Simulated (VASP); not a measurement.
Level of theory: PBE GGA with D4 dispersion, VASP's PBE PAW potentials (set 64) (plane waves; VASP).

VASP input:

File POSCAR:
```
Os
4.3190030
  0.3170168886  -0.5490892755   0.0000000000
  0.3170168886   0.5490892755   0.0000000000
  0.0000000000   0.0000000000   1.0000000120
Os
2
Cartesian
  0.3170168886   0.1830301246   0.2500000030
  0.3170168886  -0.1830301246   0.7500000090
```

### INCAR
```
ALGO  =  Normal
EDIFF  =  1E-7
ENCUT  =  520
GGA  =  PE
ISIF  =  2
ISMEAR  =  -5
IVDW  =  13
LASPH  =  .TRUE.
LCHARG  =  .TRUE.
LMAXMIX  =  6
LORBIT  =  11
LREAL  =  .FALSE.
LWAVE  =  .FALSE.
NEDOS  =  601
NELM  =  100
PREC  =  Accurate
SYSTEM  =  Os
```

KPOINTS:
```
Regular mesh
0
G
  17 17 10
0 0 0
```

POTCAR, in this order: Os (PBE.64 set). Program: vasp_std.

Output of the run:

**OSZICAR**
```
       N       E                     dE             d eps       ncg     rms          rms(c)
DAV:   1     0.106051818623E+03    0.10605E+03   -0.76467E+03  4752   0.128E+03
DAV:   2    -0.164504285008E+02   -0.12250E+03   -0.11017E+03  5040   0.403E+02
DAV:   3    -0.237002344001E+02   -0.72498E+01   -0.67085E+01  5812   0.790E+01
DAV:   4    -0.238957922180E+02   -0.19556E+00   -0.19386E+00  5028   0.134E+01
DAV:   5    -0.238980100519E+02   -0.22178E-02   -0.22133E-02  5520   0.120E+00    0.232E+01
DAV:   6    -0.228189461872E+02    0.10791E+01   -0.11595E+00  5096   0.998E+00    0.107E+01
DAV:   7    -0.224948983620E+02    0.32405E+00   -0.84033E-01  5444   0.839E+00    0.442E-01
DAV:   8    -0.224891703537E+02    0.57280E-02   -0.75322E-03  4868   0.724E-01    0.273E-01
DAV:   9    -0.224869924421E+02    0.21779E-02   -0.14266E-03  5148   0.458E-01    0.573E-02
DAV:  10    -0.224870336595E+02   -0.41217E-04   -0.63495E-05  5264   0.820E-02    0.104E-02
DAV:  11    -0.224869948540E+02    0.38806E-04   -0.65329E-06  4952   0.301E-02    0.107E-03
DAV:  12    -0.224869934731E+02    0.13809E-05   -0.15568E-07  4216   0.447E-03    0.940E-04
DAV:  13    -0.224869930640E+02    0.40907E-06   -0.11264E-08  2500   0.106E-03    0.223E-04
DAV:  14    -0.224869930251E+02    0.38954E-07   -0.27677E-09  2444   0.644E-04
   1 F= -.23885275E+02 E0= -.23885275E+02  d E =0.000000E+00
```

### OUTCAR
```
------------------------ aborting loop because EDIFF is reached ----------------------------------------
  Edisp (eV):   -1.39828
  FORCE on cell =-STRESS in cart. coord.  units (eV):
  Direction    XX          YY          ZZ          XY          YZ          ZX
  --------------------------------------------------------------------------------------
  Total      -0.02167    -0.02167     0.03046    -0.00000    -0.00000     0.00000
  in kB      -1.23776    -1.23776     1.74022    -0.00000    -0.00000     0.00000
  external pressure =       -0.25 kB  Pullay stress =        0.00 kB
  volume of cell :       28.05
      direct lattice vectors                 reciprocal lattice vectors
     1.369196893 -2.371518228  0.000000000     0.365177574 -0.210835402  0.000000000
     1.369196893  2.371518228  0.000000000     0.365177574  0.210835402  0.000000000
     0.000000000  0.000000000  4.319003052     0.000000000  0.000000000  0.231534914
 POSITION                                       TOTAL-FORCE (eV/Angst)
 -----------------------------------------------------------------------------------
      1.36920      0.79051      1.07975        -0.000000      0.000000      0.000000
      1.36920     -0.79051      3.23925         0.000000     -0.000000      0.000000
 -----------------------------------------------------------------------------------
    total drift:                                0.000000      0.000022     -0.000020
  FREE ENERGIE OF THE ION-ELECTRON SYSTEM (eV)
  ---------------------------------------------------
  free  energy   TOTEN  =       -23.8852745663 eV

  energy  without entropy=      -23.8852745663  energy(sigma->0) =      -23.88527457

 total charge

# of ion       s       p       d       tot
------------------------------------------
    1        0.664   0.790   6.024   7.478
    2        0.664   0.790   6.024   7.478
--------------------------------------------------
tot          1.328   1.580  12.048  14.956
```
(Selected blocks of OUTCAR.)

File OUTCAR:
```
 val. band max:        9.4902245181   @ k =   0.3529   0.0000   0.3000

 cond. band min:       9.4562900111   @ k =   0.1176   0.1176   0.3000


 Fermi energy:         9.4539406691

 k-point     1 :       0.0000    0.0000    0.0000
  band No.  band energies     occupation
      1      -1.4909      2.00000
      2       1.6598      2.00000
      3       6.3778      2.00000
      4       6.3778      2.00000
      5       6.6550      2.00000
      6       7.2203      2.00000
      7       7.2203      2.00000
      8       7.8539      2.00000
      9       7.8539      2.00000
     10       9.4758      1.99779
     11      11.1064      0.00000
     12      11.1064      0.00000

 k-point     2 :       0.0588    0.0000    0.0000
  band No.  band energies     occupation
      1      -1.3509      2.00000
      2       1.7843      2.00000
      3       6.0724      2.00000
      4       6.5009      2.00000
      5       6.9216      2.00000
      6       7.1370      2.00000
      7       7.3352      2.00000
      8       7.6850      2.00000
      9       7.7534      2.00000
     10       8.8172      2.00014
     11      11.1768      0.00000
     12      11.9719      0.00000

 k-point     3 :       0.1176    0.0000    0.0000
  band No.  band energies     occupation
      1      -0.9439      2.00000
      2       2.1297      2.00000
      3       5.6235      2.00000
      4       6.8646      2.00000
      5       6.8844      2.00000
      6       7.0090      2.00000
      7       7.3438      2.00000
      8       7.4907      2.00000
      9       7.6734      2.00000
     10       8.1678      2.00000
     11      11.3526      0.00000
     12      13.4211      0.00000

 k-point     4 :       0.1765   -0.0000    0.0000
  band No.  band energies     occupation
      1      -0.3117      2.00000
      2       2.5886      2.00000
      3       5.2147      2.00000
      4       6.0220      2.00000
      5       6.6030      2.00000
      6       7.1433      2.00000
...
```

For a metal the tetrahedron method with Blöchl corrections gives inexact stress and forces. Unless said otherwise, spin-orbit coupling is left out, though it shifts the bands of the heavy elements here.

The compound is Os in the hcp structure. It was relaxed first.
